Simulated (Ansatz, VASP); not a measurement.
# Ti (Titanium) in two plane-wave programs, part 2 of 2

Aim: how closely do two programs agree when they are given the same cell, functional and k mesh? The cell is taken from a series of runs on this material, whose earlier steps may have relaxed, scaled, displaced or heated it; both programs get it as it stands.

VASP 6.6.1 and Ansatz 0.2.0.

So far: The starting structure; VASP: zone-centre phonons, LDA.

## Step 3: Ansatz: zone-centre phonons, LDA

Level of this step: Ansatz beside VASP: Kohn-Sham DFT, plane waves, LDA (Ansatz).

Ansatz runs on its PAW soft_1 files.

The same cell, functional (in two slightly different forms), mesh and smearing now go to Ansatz, which takes its cutoff from its data sets.

Contents of input.yaml:

```yaml
crystal:
  lattice:
    - [2.8362694829, 0.0, 0.0]
    - [-1.4181347415, 2.4562814242, 0.0]
    - [0.0, 0.0, 4.6700137949]
  atoms:
    - { symbol: Ti, position: [0.3333333046, 0.6666666954, 0.25] }
    - { symbol: Ti, position: [0.6666666954, 0.3333333046, 0.75] }
kpoints:
  mp_grid: { grid: [18, 18, 12] }
hamiltonian:
  xc: lda
  pseudopotentials: { kind: paw, azcp: { folder: soft_1 }, xc_functional: pbe }
scf:
  occupations: { method: methfessel_paxton, width: 0.2 }
output:
  eigenvalues: true
phonons:
  method: dfpt
```

Launch:

```sh
$ ansatz run input.yaml --threads 4 --pin off --max-ram 10240MiB --backend cpu --events-out ev --progress --plain --runs-dir out
```

Numbers of over 12 decimals in the logs are rounded to 6 here.

What it wrote:

```text
zone centre: on kpoints.mp_grid the ground state, and the responses unless they are solved on pairs of k-points, stand on 637 of the mesh's 3888 k-points, reduced under 4 symmetry operations, with k and −k counted as one. Each operation leaves every solved displacement unchanged or reverses it
Engine: ansatz 0.2.0, x86_64-unknown-linux-gnu
Pseudopotentials: kind: paw
Pseudopotential: Ti, paw, valence charge 12, recommended cutoff 420 eV (normal), soft_1/Ti.paw.azcp
Functional definition: SPW92
  exchange = slater_x
  correlation = pw_c
Crystal: 2 atoms, lattice volume = 32.534 Å³
Basis set: ecut = 420 eV, 627 PW (Γ), exchange–correlation on 40×40×64 points (8 copies of the dense FFT grid, shifted against one another)
Bands: 16, of which v1, the nominal top of the filled ones, is band 12 counted from 1 (11 counted from 0)
Symmetry: 24 space group operations
k-points: 637 of 3888 (irreducible under 4 space group operations, time reversal used)
Non-local potential: Ti, projectors of the file, l = 0: 3, l = 1: 2, l = 2: 3, l = 3: 1
PAW form: soft (Blöchl's): semilocal exchange-correlation on the pseudo side does not see the compensation charge
PAW frozen core: Ti, regenerated for the run's functional, and the local potential with it (the file was generated under x = pbe(κ = 0.804, μ = 0.219515), c = pbe(β = 0.066725))
PAW one-centre angular grid: Ti, 590 points (default); XC on 64 Gauss nodes
Initial density: superposition of atomic densities (chi_scale 0.1, normalization cell)
Initial wavefunctions: pseudopotential atomic-orbital guess
Functional: x = slater, c = lda
SCF iter   1: F=—  HF=-4901.012714 eV  |F-HF|=—  |Δ(HF+E_count)|=         —  Δρ=6.10e-2  dr2=1.20e0  ethr=3.10e-3  ⟨swp⟩=4.4  Hψ=89707  notcnv=0
automatic band count: the SCF goes on with 20 bands, as 16 were too few: they end inside the smearing window of the response
preconditioner: auto → none  [metal: Δε(μ)=0.010 eV  Ē_g=4.761 eV  σ=0.200 eV  W_gap=0.04  n_scr=8 (ndim 8)  ℏωp=18.4 eV  f_vac=0.000  D(μ)=1.60/eV (n_scr^D=22)  sad-step TF]
SCF iter   2: F=—  HF=-4900.735126 eV  |F-HF|=—  |Δ(HF+E_count)|=   2.78e-1  S|Δr|=    0.00e0  Δρ=3.43e-2  dr2=3.99e-1  ethr=3.10e-3  ⟨swp⟩=2.0  Hψ=21391  notcnv=0  defer=918
SCF iter   3: F=—  HF=-4900.602763 eV  |F-HF|=—  |Δ(HF+E_count)|=   1.32e-1  S|Δr|=    0.00e0  Δρ=1.24e-3  dr2=2.79e-4  ethr=1.66e-3  ⟨swp⟩=2.8  Hψ=21777  notcnv=0  defer=918
SCF iter   4: F=—  HF=-4900.602834 eV  |F-HF|=—  |Δ(HF+E_count)|=   7.11e-5  S|Δr|=    0.00e0  Δρ=1.35e-4  dr2=3.69e-6  ethr=1.16e-6  ⟨swp⟩=2.6  Hψ=22308  notcnv=0  defer=887
SCF iter   5: F=—  HF=-4900.602838 eV  |F-HF|=—  |Δ(HF+E_count)|=   4.71e-6  S|Δr|=    0.00e0  Δρ=6.20e-5  dr2=8.44e-7  ethr=1.54e-8  ⟨swp⟩=2.0  Hψ=19569  notcnv=0  defer=887
SCF iter   6: F=—  HF=-4900.602838 eV  |F-HF|=—  |Δ(HF+E_count)|=   3.95e-7  S|Δr|=    0.00e0  Δρ=9.83e-6  dr2=1.63e-8  ethr=3.52e-9  ⟨swp⟩=2.8  Hψ=19111  notcnv=0  defer=887
SCF iter   7: F=—  HF=-4900.602838 eV  |F-HF|=—  |Δ(HF+E_count)|=   6.97e-9  S|Δr|=    0.00e0  Δρ=9.16e-7  dr2=1.45e-10  ethr=6.81e-11  ⟨swp⟩=3.0  Hψ=19998  notcnv=0  defer=887
SCF iter   8: F=-4900.602838 eV  HF=-4900.602838 eV  |F-HF|=0.00e0  |Δ(HF+E_count)|=  9.00e-11  S|Δr|=    0.00e0  Δρ=2.53e-8  dr2=6.90e-14  ethr=1.00e-12  ⟨swp⟩=8.8  Hψ=50356  notcnv=0
SCF 1 converged in 8 iterations: F = -4900.602838 eV  dr2 = 6.90e-14
  greatest PAW one-centre occupation: 0.998 electrons in one spin orbital (limit 2), on the Ti atom at site 1 (counted from 0), in its partial waves of l = 0
DFPT response loops at Γ: preconditioner auto → Kerker (q_TF=auto, 2.593 Å⁻¹) (partly filled bands, converged f_vac=0.000); β = 1.00, the filter's whole step (`scf.mixing.beta` (0.50) is not read by the response loops under this deck's `scf.mixing.preconditioner`; to damp them name `kerker` or `kerker_dos`, under which they read `scf.mixing.beta`, and type it under 1.00, their step now; both keys bind the ground state too); Broyden in place of MSR1
SCF converged after 8 iterations
Stability not checked: this state was not tested for a lower state beside it, because cold or Methfessel-Paxton smearing, or corrected tetrahedra, fill the levels in a way that the test cannot read (fill_not_monotonic; see scf.lower_state_search)
Free energy (F): -4900.602838 eV
Harris-Foulkes:  -4900.602838 eV  (|F-HF|=0.00e0)
Internal energy: -4900.606699 eV  (E = F + TS)
E sigma→0 (E₀):  -4900.603803 eV
Entropy (-TS):   0.003861 eV (1.930 meV/atom)
Fermi energy:    14.019871 eV
--- Per-component energies (eV) ---
  E_band       = -292.139033
  E_kinetic    = 565.230027
  E_local      = -1681.910270  (includes V_loc(G=0)·N_el)
  E_nonlocal   = 130.133652
  E_hartree    = 668.193248
  E_xc         = -231.029326
  E_vxc        = -291.091144  (∫ρ·V_xc dr)
  E_paw        = -1988.336230  (= ΣΔE_a)
  E_vpaw       = -350.887648  (= ΣTr[D̂ρ^β])
  E_aug_tail   = -0.000152  (compensation charges beyond the density's cutoff)
  E_ewald      = -2363.539548
  E_core_change = 0.651901  (= ΣΔE_core)
  E_smearing   = 0.003861  (= −TS)
  E_closure    = -0.000000  (closes the sum)
  Σ components = -4900.602838   (vs F -4900.602838, Δ=0.00e0)
--- Band table (eV; the first three rows and the last of 637) ---
  k-point 0: bands = [... 8 lower, 7.7794, 11.1704, 14.6804, 14.7127, 14.8541, 14.8541, 15.3337, 15.3337, ... 4 higher]
  k-point 1: bands = [... 8 lower, 7.8387, 11.1446, 14.6103, 14.6490, 14.8331, 14.8331, 15.3057, 15.3057, ... 4 higher]
  k-point 2: bands = [... 8 lower, 8.0139, 11.0535, 14.3609, 14.5585, 14.7871, 14.7871, 15.2290, 15.2290, ... 4 higher]
  k-point 636: bands = [... 8 lower, 11.9365, 11.9365, 13.4199, 13.4199, 13.9730, 13.9730, 15.6669, 15.6669, ... 4 higher]
--- Phonons (Γ-DFPT): 2 representative perturbations + reference, on 637 of 3888 k-points (Σ response iterations 6) ---
  k mesh reduced under 4 symmetry operations, with k and −k counted as one. Each operation leaves every solved displacement unchanged or reverses it
  ASR residual: 8.894e-6 → 0.000e0 eV/Å²; symmetrization residual: 3.470e-10 eV/Å²
  ASR residual per site (eV/Å²): 8.89e-6 8.89e-6
  Γ frequencies (cm⁻¹): 0.00 0.00 0.00 109.32 109.32 192.18
  non-analytic LO–TO correction: not included (Born effective charges unavailable; polar crystals: no LO–TO splitting at Γ)
```

## Step 4: Comparison

Known differences besides the potentials themselves: the two LDA forms differ slightly; the cutoff is 420 eV in Ansatz and 500 eV in VASP; VASP's log shows a relativistic correction to its local exchange, Ansatz's none. Total energies have different zeros and are not compared.

Compared:

| quantity | Ansatz | VASP | difference |
| --- | --- | --- | --- |
| optical mode 1 to 2 (cm⁻¹) | 109.3 | 109.2 | +0.10 % |
| optical mode 3 (cm⁻¹) | 192.2 | 193.6 | -0.73 % |

Modes are paired by rising frequency, not by their patterns, so a pair may set unlike modes beside each other; they are those without the splitting of longitudinal modes.

## Step 5: Results

* r.m.s. difference of the optical zone-centre modes, each program's sorted by frequency (zone-centre phonons, LDA): 0.82 cm⁻¹
* difference in optical mode 3 (zone-centre phonons, LDA): -0.7 %

The r.m.s. difference of the optical zone-centre modes, each program's sorted by frequency is 0.82 cm⁻¹ (zone-centre phonons, LDA). Among the rows given in per cent, the largest difference of the zone-centre phonons, LDA pair is in optical mode 3, -0.7 %. How closely two codes agree says nothing of how well the functional describes the real material.

[Lines on the potential files, build, host, timing and source positions are cut from VASP's logs without a mark.]

[Logs are printed without paths, hosts, clocks, repeated set-up lines and the standing remarks that a program may print on its own settings, such as how far it seeks lower states.]

[Hosts, paths, dates, database ids (printed as entryN), source tags and the programs' standing remarks are cut or masked in the printed files.]
